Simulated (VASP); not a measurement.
Consider the following.

Space group Fm-3m (No. 225); a = 5.4087 Å, b = 5.4087 Å, c = 5.4087 Å, α = 90.00°, β = 90.00°, γ = 90.00°

| atom | site | symmetry | x | y | z |
|---|---|---|---|---|---|
| Cd | 4a | m-3m | 0.0000 | 0.0000 | 0.0000 |
| F | 8c | -43m | 0.2500 | 0.2500 | 0.2500 |
(The calculation used a cell of 3 atoms; values per cell refer to that cell.)

Level of theory: r2SCAN meta-GGA, VASP's PBE PAW potentials (set 64) (plane waves; VASP). Numerical set-up: 520 eV cut-off, 7×7×7 Γ-centred mesh, Gaussian smearing of 0.050 eV, potentials Cd F.

**Question.** Give the energy at these volumes per atom, relative to the lowest: 12.36, 12.75, 13.15, 13.54, 13.94 Å³.

**Answer.** 20.8, 5.4, 0.0, 3.2, 13.4 meV/atom. A third-order Birch-Murnaghan fit gives B0 = 113 GPa and B0′ = 5.0.

The compound is CdF2 in the fluorite structure. It was relaxed first.
